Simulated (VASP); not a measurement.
Set up this calculation in VASP 6.6.1, as the native input.

```yaml
Task: band structure
Functional: PBE
Potentials_or_basis: VASP PAW PBE potentials, release 64 (Ni, Mo_sv, Pd, Ir, W_sv)
Cutoff: 520 eV
k_mesh: 11 × 11 × 3
Occupations: fermi-dirac, width 0.05 eV
Spin: collinear spin, ferromagnetic start, spin-orbit coupling
Starting_moments: "[[0.0, 0.0, 1.0], [0.0, 0.0, 1.0], [0.0, 0.0, 0.0], [0.0, 0.0, 0.6], [0.0, 0.0, 0.0]] μB"
Further_INCAR_settings: ALGO = Normal; EDIFF = 1e-07; NBANDS = 72
```

The structure of NiMoIrPdW lies in POSCAR:

```
NiMoIrPdW
1.0
    2.3446000000     -1.4313800000      0.0090600000
    2.3446000000      1.4313800000      0.0090600000
   -2.2060000000      0.0000000000     10.9237400000
Ni Mo Pd Ir W
1 1 1 1 1
Direct
    0.4983800000      0.4983800000      0.2952500000
    0.3177300000      0.3177300000      0.9120700000
    0.2473300000      0.2473300000      0.4906100000
    0.7498200000      0.7498200000      0.1080200000
    0.6867300000      0.6867300000      0.6940600000
```

The cell was built by a generator and needn't be a form met in nature.

One way to write it, as run:

INCAR

```
PREC = Accurate
ENCUT = 520
EDIFF = 1E-7
ISMEAR = -1
SIGMA = 0.05
LREAL = F
LASPH = T
NELM = 150
ALGO = Normal
ISIF = 2
LWAVE = F
LCHARG = F
MAGMOM = 0 0 1 0 0 1 0 0 0 0 0 0.6 0 0 0
LORBIT = 11
LSORBIT = T
GGA_COMPAT = F
LORBMOM = T
LMAXMIX = 4
GGA = PE
NBANDS = 72
KPAR = 4
```

KPOINTS

```
regular mesh
0
Gamma
  11 11 3
```

KPOINTS_OPT

```
path GYFLI,I1ZF1,YX1,XGN,MG
15
line-mode
reciprocal
 0.0000000000  0.0000000000  0.0000000000  G
-0.5000000000 -0.5000000000  0.0000000000  Y

-0.5000000000 -0.5000000000  0.0000000000  Y
-0.5016370980 -0.5016370980  0.0400768515  F

-0.5016370980 -0.5016370980  0.0400768515  F
-0.5000000000 -0.5000000000  0.5000000000  L

-0.5000000000 -0.5000000000  0.5000000000  L
-0.6610839512 -0.3389160488  0.5000000000  I

-0.3389160488  0.3389160488  0.5000000000  I1
 0.0000000000  0.0000000000  0.5000000000  Z

 0.0000000000  0.0000000000  0.5000000000  Z
-0.4983629020 -0.4983629020  0.9599231485  F1

-0.5000000000 -0.5000000000  0.0000000000  Y
-0.6531734193 -0.3468265807  0.0000000000  X1

-0.3468265807  0.3468265807  0.0000000000  X
 0.0000000000  0.0000000000  0.0000000000  G

 0.0000000000  0.0000000000  0.0000000000  G
-0.5000000000  0.0000000000  0.0000000000  N

-0.5000000000  0.0000000000  0.5000000000  M
 0.0000000000  0.0000000000  0.0000000000  G
```

Potentials or basis: VASP PAW PBE potentials, release 64 (Ni, Mo_sv, Pd, Ir, W_sv).

Command:

```console
$ cat potpaw_PBE.64/Ni/POTCAR potpaw_PBE.64/Mo_sv/POTCAR potpaw_PBE.64/Pd/POTCAR potpaw_PBE.64/Ir/POTCAR potpaw_PBE.64/W_sv/POTCAR > POTCAR
$ mpirun -np 4 vasp_ncl > vasp.out
```

It gave:

```json
{"Pressure": "0.7 GPa", "Largest force": "0.119 eV/Å", "Net moment": "0.02 μB per cell", "Valence electrons inside the program's atomic spheres": "Ni 9.13; Mo 12.54; Pd 9.56; Ir 8.34; W 12.06"}
```

It took 27 min on 4 MPI ranks on AMD EPYC 9R45 96-Core Processor (Zen 5), with other jobs on the host, peak memory 4.1 GiB a rank.
